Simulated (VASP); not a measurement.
A run of VASP 6.6.1:

File INCAR:

```
SYSTEM = Al15CrN16
  PREC = Accurate
  ENCUT = 450
  EDIFF = 1E-5
  ISMEAR = 0
  SIGMA = 0.03
  LREAL = Auto
  LASPH = .TRUE.
  NELM = 120
  ALGO = Normal
  ISIF = 2
  LWAVE = .FALSE.
  LCHARG = .FALSE.
  ISPIN = 2
  MAGMOM = 0 0 0 0 0 0 0 0 0 0 0 0 0 0 0 0 0 0 0 0 0 0 0 0 0 0 0 0 0 0 0 0
  LORBIT = 11
  NUPDOWN = 0
  LMAXMIX = 4
  LDAU = .TRUE.
  LDAUTYPE = 2
  LDAUL = 2 -1 -1
  LDAUU = 5 0 0
  LDAUJ = 0 0 0
  LDAUPRINT = 1
  GGA = PS
  NELECT = 138.0
  ISYM = 0
  KPAR = 4
```

KPOINTS

```
Automatic mesh
0
G
  3 3 2
  0 0 0
```

File POSCAR:

```
Al15CrN16                               
1.0
    6.2200008610      0.0000000000      0.0000000000
   -3.1100004305      5.3866787572      0.0000000000
    0.0000000000      0.0000000000      9.9600000000
  Cr              Al              N             
     1    15    16
Direct
     0.3321905102011829    0.1637105495023466    0.0045417066304195
     0.3334763087843919    0.1661712947327917    0.4957877750345173
     0.3309120174643073    0.6639964349081412    0.9992793127608838
     0.3343369147548316    0.6673111089802554    0.5005538640665748
     0.8356097697389083    0.1713413972006480    0.9979603044496955
     0.8335530413315875    0.1665293564262927    0.5006692092258509
     0.8323095378922829    0.6627107826826266    0.9994407517348270
     0.8334510302618960    0.6672008498394192    0.5005795594531783
     0.1675134680574501    0.3334689481234862    0.2513957107011418
     0.1679599627023180    0.3343699010008359    0.7498332733714207
     0.1664242730298323    0.8319747145509598    0.2512590559229949
     0.1663699421969587    0.8325920744706820    0.7507710027581569
     0.6668998507081780    0.3337630524957806    0.2512910995604079
     0.6668243918776746    0.3340062505325274    0.7497396122326638
     0.6672391459046575    0.8340325931497140    0.2481978517293478
     0.6674524289893385    0.8344328571273121    0.7514767012306524
     0.3333659583332735    0.1652795754222669    0.2124120118961614
     0.3333863313397462    0.1661726386694269    0.6877423849647070
     0.3332505688879848    0.6660686370875347    0.1917307659005404
     0.3366355196360801    0.6688043891958740    0.6893348156023105
     0.8344209011815368    0.1681364680695205    0.1907596607625888
     0.8332179948483286    0.1655702236619873    0.6895474088313043
     0.8336583867361608    0.6664292203927028    0.1918006231471384
     0.8323967536039857    0.6684985655842026    0.6893605307963042
     0.1652203333577236    0.3352485089337684    0.4429079534491381
     0.1610314335548350    0.3416613540705012    0.9356691164459463
     0.1647961510552780    0.8290903199131336    0.4427689854729330
     0.1565945606107179    0.8136089538130949    0.9373465132282109
     0.6707969542277058    0.3353069814128259    0.4428777827932553
     0.6811125872322361    0.3416413489897642    0.9357838378189789
     0.6672102868853552    0.8338845462201017    0.4393024176844686
     0.6674916846132557    0.8343731028395003    0.9419984003432971
```

Potentials or basis: VASP PAW PBE potentials, release 64 (Cr_pv, Al, N).

Run with:

```sh
$ cat potpaw_PBE.64/Cr_pv/POTCAR potpaw_PBE.64/Al/POTCAR potpaw_PBE.64/N/POTCAR > POTCAR
$ mpirun -np 4 vasp_std > vasp.out
```

Hardware: 4 MPI ranks on AMD EPYC 7R13 Processor (Zen 3), with other jobs on the host.

Q: Estimate the wall time of this run.

A: Wall time 12 min on 4 MPI ranks on AMD EPYC 7R13 Processor (Zen 3) (shared host), peak memory 0.72 GiB a rank. Counts: scf iterations 48, k points 10.
